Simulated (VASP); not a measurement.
Here is the system:

```
CELL_PARAMETERS angstrom
      0.00000     1.87497     1.87497
      1.87497     0.00000     1.87497
      1.87497     1.87497     0.00000
ATOMIC_POSITIONS crystal
  Cu 0.00000 0.00000 0.00000
```

The numbers are results of vdW-DF2, VASP's PBE PAW potentials (set 64) (plane waves; VASP), not measurements. Numerical set-up: 520 eV cut-off, 17×17×17 Γ-centred mesh, first-order Methfessel-Paxton smearing of 0.10 eV, potentials Cu.

Task: What does the run give for the energy per atom (σ→0), band gap (on the k-mesh) with the smallest direct gap where there is one?

Result: 
```json
{
 "band gap (on the k-mesh)": "none (metal, semimetal or under 0.01 eV)",
 "energy per atom (σ→0)": "-371 meV/atom"
}
```

The compound is Cu in the fcc structure. It was relaxed first, which changed the volume by +12 %.
